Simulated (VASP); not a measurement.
These are PBE GGA, VASP's PBE PAW potentials (set 64) (plane waves; VASP) values and carry that method's errors.

VASP ran on this input.

### POSCAR
```
LaS
7.3972370
  0.5458597772   0.0000000000   0.0000000000
 -0.2729298886   0.4727284430   0.0000000000
  0.0000000000   0.0000000000   0.9999999711
La S
2 2
Cartesian
  0.0000000000   0.0000000000   0.0000000000
  0.0000000000   0.0000000000   0.4999999856
 -0.0000002729   0.3151524529   0.2499999928
  0.2729301615   0.1575759901   0.7499999783
```

### KPOINTS
```
Automatic mesh
0
Gamma
  10 10 5
0 0 0
```

INCAR:
```
# general
SYSTEM  = LaS
PREC    = Accurate
ENCUT   = 400
LREAL   = .FALSE.
LASPH   = .TRUE.

# electronic loop
EDIFF   = 1E-7
NELM    = 100
ALGO    = Normal
LMAXMIX = 6

# smearing
ISMEAR  = -5

# functional
GGA     = PE

# ions
ISIF    = 2

# output
LWAVE   = .FALSE.
LCHARG  = .TRUE.
LORBIT  = 11
NEDOS   = 601

# other
LEFG    = .TRUE.
```

POTCAR, in this order: La S (PBE.64 set). Program: vasp_std.

What VASP printed:

OSZICAR:
```
       N       E                     dE             d eps       ncg     rms          rms(c)
DAV:   1     0.346649053899E+03    0.34665E+03   -0.10607E+04  1764   0.177E+03
DAV:   2     0.354722602856E+02   -0.31118E+03   -0.30625E+03  2828   0.353E+02
DAV:   3    -0.201034772471E+02   -0.55576E+02   -0.55051E+02  2958   0.186E+02
DAV:   4    -0.255547047994E+02   -0.54512E+01   -0.53365E+01  3120   0.454E+01
DAV:   5    -0.262549947392E+02   -0.70029E+00   -0.68985E+00  3008   0.173E+01    0.685E+00
DAV:   6    -0.259439024864E+02    0.31109E+00   -0.18849E+00  3168   0.825E+00    0.460E+00
DAV:   7    -0.259341052755E+02    0.97972E-02   -0.43994E-01  3192   0.510E+00    0.184E+00
DAV:   8    -0.259382042651E+02   -0.40990E-02   -0.50175E-02  3267   0.168E+00    0.271E-01
DAV:   9    -0.259379051316E+02    0.29913E-03   -0.42493E-03  3080   0.693E-01    0.112E-01
DAV:  10    -0.259380461841E+02   -0.14105E-03   -0.10894E-03  3336   0.281E-01    0.272E-02
DAV:  11    -0.259380696220E+02   -0.23438E-04   -0.18904E-04  3088   0.129E-01    0.157E-02
DAV:  12    -0.259380816335E+02   -0.12012E-04   -0.20750E-05  2696   0.371E-02    0.961E-03
DAV:  13    -0.259380840514E+02   -0.24179E-05   -0.30519E-06  2880   0.131E-02    0.321E-03
DAV:  14    -0.259380846883E+02   -0.63698E-06   -0.42429E-07  2040   0.639E-03    0.577E-04
DAV:  15    -0.259380846003E+02    0.88077E-07   -0.45400E-08  1512   0.442E-03
   1 F= -.25938085E+02 E0= -.25938085E+02  d E =0.000000E+00
```

**OUTCAR**
```
------------------------ aborting loop because EDIFF is reached ----------------------------------------
  FORCE on cell =-STRESS in cart. coord.  units (eV):
  Direction    XX          YY          ZZ          XY          YZ          ZX
  --------------------------------------------------------------------------------------
  Total        0.1085013      0.1085013     -0.3141973      0.0000000     -0.0000000      0.0000000
  in kB        1.6643481      1.6643481     -4.8196062      0.0000000     -0.0000000      0.0000000
  external PRESSURE =      -0.4969700 kB  Pullay stress =       0.0000000 kB
  volume of cell :      104.45
      direct lattice vectors                 reciprocal lattice vectors
     4.037854141  0.000000000  0.000000000     0.247656296  0.142984426  0.000000000
    -2.018927071  3.496884330  0.000000000     0.000000000  0.285968853  0.000000000
     0.000000000  0.000000000  7.397236786     0.000000000  0.000000000  0.135185614
 POSITION                                       TOTAL-FORCE (eV/Angst)
 -----------------------------------------------------------------------------------
      0.00000      0.00000      0.00000        -0.000000      0.000000      0.000000
      0.00000      0.00000      3.69862        -0.000000      0.000000      0.000000
     -0.00000      2.33126      1.84931        -0.000000      0.000000      0.000000
      2.01893      1.16563      5.54793         0.000000     -0.000000     -0.000000
 -----------------------------------------------------------------------------------
    total drift:                               -0.000000      0.000000      0.000000
  FREE ENERGIE OF THE ION-ELECTRON SYSTEM (eV)
  ---------------------------------------------------
  free  energy   TOTEN  =       -25.9380846003 eV

  energy  without entropy=      -25.9380846003  energy(sigma->0) =      -25.93808460

 total charge

# of ion       s       p       d       f       tot
--------------------------------------------------
    1        2.007   5.643   0.763   0.154   8.568
    2        2.007   5.643   0.763   0.154   8.568
    3        1.322   2.421   0.000   0.000   3.743
    4        1.322   2.421   0.000   0.000   3.743
--------------------------------------------------
tot          6.658  16.128   1.527   0.308  24.621
```
(Selected blocks of OUTCAR.)

For a metal the tetrahedron method with Blöchl corrections gives inexact stress and forces.

The structure was generated: LaS was put into the NiAs type type (P6_3/mmc), which need not be its known phase. It was relaxed first, which changed the volume by -29 %.
